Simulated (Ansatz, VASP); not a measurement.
## Pb: VASP beside Ansatz

Aim: how closely do two programs agree when they are given the same cell, functional and k mesh? The cell is taken from a series of VASP runs on this material, whose earlier steps may have relaxed, scaled or displaced it; both programs get it as it stands.

Main program and level: Ansatz 0.2.0; plane waves, with VASP 6.6.1 beside it; relaxation of cell and atoms at LDA.

## 1. The structure

The structure is cubic, space group Fm-3m (No. 225). Conventional cell: a = 4.881 Å, b = 4.881 Å, c = 4.881 Å, α = 90.00°, β = 90.00°, γ = 90.00°. Nearest to Pb lie 12 Pb at 3.45 Å.

Coordinates:

```xyz
1
Lattice="0.0000 2.4406 2.4406 2.4406 0.0000 2.4406 2.4406 2.4406 0.0000" Properties=species:S:1:pos:R:3 pbc="T T T"
Pb    0.0000    0.0000    0.0000
```

## 2. VASP: relaxation of cell and atoms, LDA

The relaxed volume is the usual yardstick between codes: its relative difference is about their pressure difference at one cell divided by the bulk modulus.

Lines of VASP's logs that name or quote its potential files are left out, and so is its time.

Contents of INCAR:

```
SYSTEM = Pb
PREC = Accurate
ENCUT = 520
EDIFF = 1E-07
NELM = 100
ISMEAR = 1
SIGMA = 0.15
LREAL = .FALSE.
ALGO = Normal
GGA = CA
NBANDS = 13
LORBIT = 11
LWAVE = .FALSE.
LCHARG = .FALSE.
KPAR = 4
IBRION = 2
NSW = 50
ISIF = 3
EDIFFG = -0.005
LASPH = .TRUE.
```

Contents of POSCAR:

```
Pb
1.0
    0.0000000000      2.4406373583      2.4406373583
    2.4406373583      0.0000000000      2.4406373583
    2.4406373583      2.4406373583      0.0000000000
Pb
1
Direct
    0.0000000000      0.0000000000      0.0000000000
```

Contents of KPOINTS:

```
Automatic mesh
0
Gamma
16 16 16
0 0 0
```

The projector-augmented-wave data sets are Pb_d (LDA family, release 64).

The run is started by

```console
> mpirun -np 4 vasp_std
```

Numbers of over 12 decimals in the logs are rounded to 6 here.

Log:

```text
[banner, memory and clock lines left out]
running    4 mpi-ranks, on    1 nodes
 distrk:  each k-point on    1 cores,    4 groups
 distr:  one band on    1 cores,    1 groups

 POSCAR found type information on POSCAR Pb
 POSCAR found :  1 types and       1 ions
 LDA part: xc-table for (Slater(with rela. corr.)+CA(PZ))
 , standard interpolation
 POSCAR, INCAR and KPOINTS ok, starting setup
 FFT: planning ... GRIDC
 FFT: planning ... GRID_SOFT
 FFT: planning ... GRID
 WAVECAR not read
 entering main loop
       N       E                     dE             d eps       ncg     rms          rms(c)
DAV:   1     0.107815663342E+03    0.10782E+03   -0.71378E+03  3798   0.127E+03
DAV:   2     0.915532720220E+00   -0.10690E+03   -0.10342E+03  3950   0.315E+02
DAV:   3    -0.415102779021E+01   -0.50666E+01   -0.50443E+01  4613   0.737E+01
DAV:   4    -0.426747311175E+01   -0.11645E+00   -0.11641E+00  4695   0.117E+01
DAV:   5    -0.427282775960E+01   -0.53546E-02   -0.53543E-02  5303   0.238E+00    0.588E-01
DAV:   6    -0.426000565614E+01    0.12822E-01   -0.15629E-02  4786   0.225E+00    0.278E-01
DAV:   7    -0.425651089926E+01    0.34948E-02   -0.62237E-03  4895   0.130E+00    0.832E-02
DAV:   8    -0.425622670089E+01    0.28420E-03   -0.36172E-04  5566   0.326E-01    0.851E-03
DAV:   9    -0.425622556415E+01    0.11367E-05   -0.76808E-06  5161   0.496E-02    0.373E-03
DAV:  10    -0.425622570275E+01   -0.13860E-06   -0.31900E-07  4650   0.701E-03    0.114E-04
DAV:  11    -0.425622570166E+01    0.10909E-08   -0.92190E-09  3155   0.996E-04
   1 F= -.42562257E+01 E0= -.42562651E+01  d E =-.425623E+01
 curvature:   0.00 expect dE= 0.000E+00 dE for cont linesearch  0.000E+00
 trial: gam= 0.00000 g(F)=  0.120E-62 g(S)=  0.164E-06 ort = 0.000E+00 (trialstep = 0.100E+01)
 search vector abs. value=  0.164E-06
 reached required accuracy - stopping structural energy minimisation
```

From OUTCAR (step 2):

```text
ion  position               nearest neighbor table
   1  0.000  0.000  0.000-

  LATTYP: Found a face centered cubic cell.
 ALAT       =     4.8812747166

 Subroutine GETGRP returns: Found 48 space group operations
 (whereof 48 operations were pure point group operations)

The static configuration has the point symmetry O_h .

 Found    145 irreducible k-points:

   k-points           NKPTS =    145   k-points in BZ     NKDIM =    145   number of bands    NBANDS=     13

   dimension x,y,z NGX =    28 NGY =   28 NGZ =   28
   dimension x,y,z NGXF=    56 NGYF=   56 NGZF=   56

   ENCUT  =  520.0 eV  38.22 Ry    6.18 a.u.   6.42  6.42  6.42*2*pi/ulx,y,z

   NELECT =      14.0000    total number of electrons

 k-points in reciprocal lattice and weights: Automatic mesh
   0.00000000  0.00000000  0.00000000       0.000
   0.06250000  0.00000000  0.00000000       0.002
   0.12500000  0.00000000  0.00000000       0.002
   0.18750000  0.00000000  0.00000000       0.002
   0.25000000  0.00000000  0.00000000       0.002
   0.31250000  0.00000000  0.00000000       0.002
   0.37500000  0.00000000  0.00000000       0.002
   0.43750000  0.00000000  0.00000000       0.002
   0.50000000  0.00000000  0.00000000       0.001
[...]
-0.31250000  0.50000000  0.18750000       0.003
  -0.25000000  0.50000000  0.25000000       0.001

 average (electrostatic) potential at core
       1 -89.9177

 E-fermi :   7.5481

 k-point     1 :       0.0000    0.0000    0.0000
  band No.  band energies     occupation
    ...
      2      -9.5528      2.00000
      3      -9.5528      2.00000
      4      -9.3905      2.00000
      5      -9.3905      2.00000
      6      -4.5678      2.00000
      7      15.1742      0.00000
      8      15.1742      0.00000
      9      15.1742      0.00000
     10      17.3388      0.00000
     11      19.4978      0.00000
    ...

 k-point     2 :       0.0625    0.0000    0.0000
  band No.  band energies     occupation
    ...
      2      -9.5462      2.00000
      3      -9.5462      2.00000
      4      -9.3912      2.00000
      5      -9.3912      2.00000
      6      -4.4894      2.00000
      7      14.2046      0.00000
      8      15.0755      0.00000
      9      15.0755      0.00000
     10      17.1744      0.00000
     11      19.8765      0.00000
    ...

 k-point     3 :       0.1250    0.0000    0.0000
  band No.  band energies     occupation
    ...
      2      -9.5301      2.00000
      3      -9.5301      2.00000
      4      -9.3902      2.00000
      5      -9.3902      2.00000
      6      -4.2534      2.00000
      7      12.3052      0.00000
      8      14.8148      0.00000
      9      14.8148      0.00000
     10      16.9751      0.00000
     11      20.4377      0.00000
    ...

  Total       -0.0010643     -0.0010643     -0.0010643      0.0000000     -0.0000000      0.0000000
  in kB       -0.0586466     -0.0586466     -0.0586466      0.0000000     -0.0000000      0.0000000
  external PRESSURE =      -0.0586466 kB  Pullay stress =       0.0000000 kB

  energy-cutoff  :      520.00
  volume of cell :       29.08
      direct lattice vectors                 reciprocal lattice vectors
     0.000000000  2.440637358  2.440637358    -0.204864520  0.204864520  0.204864520
     2.440637358  0.000000000  2.440637358     0.204864520 -0.204864520  0.204864520
     2.440637358  2.440637358  0.000000000     0.204864520  0.204864520 -0.204864520

 POSITION                                       TOTAL-FORCE (eV/Angst)
 -----------------------------------------------------------------------------------
      0.00000      0.00000      0.00000        -0.000000      0.000000      0.000000
 -----------------------------------------------------------------------------------
    total drift:                               -0.000000     -0.000000     -0.000000

  FREE ENERGIE OF THE ION-ELECTRON SYSTEM (eV)
  ---------------------------------------------------
  free  energy   TOTEN  =        -4.2562257017 eV

  energy  without entropy=       -4.2563438430  energy(sigma->0) =       -4.25626508

 reached required accuracy - stopping structural energy minimisation

 total charge
# of ion       s       p       d       tot
------------------------------------------
    1        1.403   0.773   9.808  11.984

[... 3 further parts left out ...]
```

CONTCAR:

```
Pb
   1.00000000000000
     0.0000000000000000    2.4406373583000001    2.4406373583000001
     2.4406373583000001    0.0000000000000000    2.4406373583000001
     2.4406373583000001    2.4406373583000001    0.0000000000000000
  Pb
     1
Direct
     0.0000000000000000    0.0000000000000000    0.0000000000000000
```

## 3. Ansatz: relaxation of cell and atoms, LDA

Ansatz runs on its default PAW (the set named soft_2) files.

The same cell, functional (in two slightly different forms), mesh and smearing now go to Ansatz, which takes its cutoff from its data sets.

Contents of input.yaml:

```yaml
crystal:
  lattice:
    - [0.0, 2.4406373583, 2.4406373583]
    - [2.4406373583, 0.0, 2.4406373583]
    - [2.4406373583, 2.4406373583, 0.0]
  atoms:
    - { symbol: Pb, position: [0.0, 0.0, 0.0] }
hamiltonian:
  xc: lda
  pseudopotentials: { kind: paw }
kpoints:
  mp_grid: { grid: [16, 16, 16] }
scf:
  occupations: { method: methfessel_paxton, width: 0.15 }
relax:
  f_tol: 0.01
  max_steps: 60
  cell: { stress_tol: 0.05 }
output:
  forces: true
  stress: true
```

The run is started by

```console
> ansatz run input.yaml --threads 4 --pin off --max-ram 9216MiB --backend cpu --events-out ev --progress --plain --runs-dir out
```

Log:

```text
Engine: ansatz 0.2.0, x86_64-unknown-linux-gnu
Pseudopotentials: kind: paw
Pseudopotential: Pb, paw, valence charge 14, recommended cutoff 420 eV (normal), Pb.paw.azcp
Functional definition: SPW92
  exchange = slater_x
  correlation = pw_c
Crystal: 1 atoms, lattice volume = 29.076 Å³
Basis set: ecut = 420 eV, 537 PW (Γ)
Bands: 11, of which v1, the nominal top of the filled ones, is band 7 counted from 1 (6 counted from 0)
Symmetry: 48 space group operations
Space group: Fm-3m (ITA 225), of the structure as read, at distance tolerance 3.1e-5 Å
k-points: 145 of 4096
Non-local potential: Pb, projectors of the file, l = 0: 2, l = 1: 2, l = 2: 2, l = 3: 2
PAW form: soft (Blöchl's): semilocal exchange-correlation on the pseudo side does not see the compensation charge
PAW frozen core: Pb, regenerated for the run's functional, and the local potential with it (the file was generated under x = pbe(κ = 0.804, μ = 0.219515), c = pbe(β = 0.066725))
PAW one-centre angular grid: Pb, 590 points (default); XC on 64 Gauss nodes
Initial density: superposition of atomic densities (neutral atoms: chi_scale 0, normalization atom), corrected by the library's trained network
Initial wavefunctions: pseudopotential atomic-orbital guess
Functional: x = slater, c = lda
SCF iter   1: F=—  HF=-11602.359478 eV  |F-HF|=—  |Δ(HF+E_count)|=         —  Δρ=5.04e-3  dr2=3.99e-3  ethr=1.77e-3  ⟨swp⟩=5.6  Hψ=10497  notcnv=0
preconditioner: auto → none  [metal: Δε(μ)=0.079 eV  Ē_g=20.056 eV  σ=0.150 eV  W_gap=0.43  n_scr=8 (ndim 8)  ℏωp=25.8 eV  f_vac=0.000  D(μ)=0.41/eV (n_scr^D=0)  sad-step TF]
SCF iter   2: F=—  HF=-11602.358141 eV  |F-HF|=—  |Δ(HF+E_count)|=   1.34e-3  S|Δr|=    0.00e0  Δρ=2.82e-3  dr2=1.29e-3  ethr=2.85e-5  ⟨swp⟩=1.0  Hψ=2761  notcnv=0
SCF iter   3: F=—  HF=-11602.357738 eV  |F-HF|=—  |Δ(HF+E_count)|=   4.03e-4  S|Δr|=    0.00e0  Δρ=6.24e-4  dr2=9.81e-5  ethr=9.20e-6  ⟨swp⟩=2.0  Hψ=2437  notcnv=0
SCF iter   4: F=—  HF=-11602.357701 eV  |F-HF|=—  |Δ(HF+E_count)|=   3.68e-5  S|Δr|=    0.00e0  Δρ=1.19e-4  dr2=4.42e-6  ethr=7.00e-7  ⟨swp⟩=2.0  Hψ=2545  notcnv=0
SCF iter   5: F=—  HF=-11602.357700 eV  |F-HF|=—  |Δ(HF+E_count)|=   1.52e-6  S|Δr|=    0.00e0  Δρ=5.83e-5  dr2=1.01e-6  ethr=3.16e-8  ⟨swp⟩=2.3  Hψ=2553  notcnv=0
SCF iter   6: F=-11602.357699 eV  HF=-11602.357699 eV  |F-HF|=2.56e-8  |Δ(HF+E_count)|=   5.29e-7  S|Δr|=    0.00e0  Δρ=9.07e-6  dr2=2.30e-8  ethr=7.14e-10  ⟨swp⟩=3.6  Hψ=6383  notcnv=0
SCF 1 converged in 6 iterations: F = -11602.357699 eV  dr2 = 2.30e-8
  greatest PAW one-centre occupation: 0.979 electrons in one spin orbital (limit 2), on the Pb atom at site 0 (counted from 0), in its partial waves of l = 2
relax step   1: F+E_penalty+E_count = -11602.35769898 eV  Δ(F+E_penalty+E_count) = +0.000e0 eV  max|allowed force component| = 0.000e0 eV/Å  Δτ_max = 0.0000 Å  P = -0.096 GPa  Ω = 29.076 Å³  (6 SCF iters, dr2 threshold 1.00e-7 eV, accepted)
[...]
relax step   2: F+E_penalty+E_count = -11602.35772146 eV  Δ(F+E_penalty+E_count) = -2.247e-5 eV  max|allowed force component| = 0.000e0 eV/Å  Δτ_max = 0.0000 Å  P = +0.022 GPa  Ω = 29.014 Å³  energy of the carried Pulay correction = +7.957e-6 eV  (2 SCF iters, dr2 threshold 2.29e-8 eV, accepted)
[...]
relax step   3: F+E_penalty+E_count = -11602.35771311 eV  Δ(F+E_penalty+E_count) = +8.345e-6 eV  max|allowed force component| = 0.000e0 eV/Å  Δτ_max = 0.0000 Å  P = +0.021 GPa  Ω = 29.014 Å³  stress off target by 2.14e-2 GPa  SCF on the basis re-selected at this cell (its energy is not comparable with the rows above)  (4 SCF iters)
basis re-selected at this cell: Δ(F+E_penalty+E_count) = +8.345e-6 eV, ΔP = -0.000 GPa vs the last step (what re-selecting the basis moved, of the pressure what is left beyond the Pulay correction that the steps carried, after the strain that the cell walked since its last selection, with what the two solves' SCF thresholds leave and, on support functions, any second-order correction that the steps lacked; it is no measure of the basis error at this ecutwfc). This SCF's stress stands 2.14e-2 GPa from its target on what of the cell is left free (relax.cell.stress_tol is 5.00e-2 GPa) and its largest allowed force component is 0.00e0 eV/Å (relax.f_tol is 1.00e-2 eV/Å): [rest of the remark cut]
SCF converged after 4 iterations
Stability not checked: this state was not tested for a lower state beside it, because cold or Methfessel-Paxton smearing, or corrected tetrahedra, fill the levels in a way that the test cannot read (fill_not_monotonic; see scf.lower_state_search)
Free energy (F): -11602.357713 eV
Harris-Foulkes:  -11602.357713 eV  (|F-HF|=7.28e-12)
Internal energy: -11602.357813 eV  (E = F + TS)
E sigma→0 (E₀):  -11602.357738 eV
Entropy (-TS):   0.000100 eV (0.100 meV/atom)
Fermi energy:    11.320681 eV
--- Per-component energies (eV) ---
  E_band       = -32.215378
  E_kinetic    = 290.310897
  E_local      = -989.884644  (includes V_loc(G=0)·N_el)
  E_nonlocal   = 353.631417
  E_hartree    = 392.227880
  E_xc         = -219.684891
  E_vxc        = -134.222606  (∫ρ·V_xc dr)
  E_paw        = -10102.456853  (= ΣΔE_a)
  E_vpaw       = -336.506189  (= ΣTr[D̂ρ^β])
  E_aug_tail   = 0.000043  (compensation charges beyond the density's cutoff)
  E_ewald      = -1326.423949
  E_core_change = -0.077714  (= ΣΔE_core)
  E_smearing   = 0.000100  (= −TS)
  E_closure    = 0.000000  (closes the sum)
  Σ components = -11602.357713   (vs F -11602.357713, Δ=0.00e0)
--- Forces (eV/Å), atoms counted from 1 ---
  atom   1  Pb    -0.00000000     0.00000000     0.00000000
  max |Σ_I F_I| component: 1.05e-30 eV/Å
--- Stress (GPa, compression-positive) ---
        0.021399      -0.000000       0.000000
        0.000000       0.021399       0.000000
        0.000000       0.000000       0.021399
  P = ⅓ Tr σ = 0.0214 GPa (0.214 kbar)
--- Relaxed structure (2 steps of the walk, 2 accepted, 1 SCFs on fresh bases) ---
  F+E_penalty+E_count = -11602.35771311 eV   max|allowed force component| = 0.000e0 eV/Å   (the final SCF, on the basis selected at the relaxed cell)
  cell:  # Å, volume = 29.0139 Å³
    - [0, 2.438888, 2.438888]
    - [2.438888, 0, 2.438888]
    - [2.438888, 2.438888, 0]
  atoms:
    - { symbol: Pb, position: [0.0, 0.0, 0.0] }
```

It took 0.73 s on 4 threads of AMD EPYC 9R45 (Zen 5), shared host; peak memory 0.42 GiB.

## 4. Side by side

Known differences besides the potentials themselves: the two LDA forms differ slightly; both relaxations stop at a tolerance, which leaves soft axes loose, and VASP keeps its plane-wave basis; the cutoff is 420 eV in Ansatz and 520 eV in VASP; VASP's log shows a relativistic correction to its local exchange, Ansatz's none; Ansatz adds a Pulay correction to the stress that steers its cell, VASP none. Total energies have different zeros and are not compared.

Compared:

| quantity | Ansatz | VASP | difference |
| --- | --- | --- | --- |
| volume (Å³) | 29.01 | 29.08 | -0.21 % |
| edge a after relaxation, in the typed setting (Å) | 3.449 | 3.452 | -0.07 % |

The walks stopped with 0.02 GPa left in Ansatz and -0.01 GPa in VASP; each walk ends within a tolerance, so the volume difference is uncertain by about these residues over the bulk modulus, most in soft cells.

## 5. Summary of results

| Quantity | Value |
| --- | --- |
| difference in volume (relaxation of cell and atoms, LDA) | -0.21 % |

**Reading.** The difference in volume is -0.21 % (relaxation of cell and atoms, LDA), within the 1.2 % picked in this series as the mark of a large difference, as far as the stopping tolerances let one tell. Such differences can come from data sets, numerical settings and the points named under the comparisons, not from the functional's error against experiment.

[Lines on the potential files, build, host, timing and source positions are cut from VASP's logs without a mark.]

[Logs are printed without paths, hosts, clocks, repeated set-up lines and the standing remarks that a program may print on its own settings, such as how far it seeks lower states.]

[Hosts, paths, dates, database ids (printed as entryN), source tags and the programs' standing remarks are cut or masked in the printed files.]
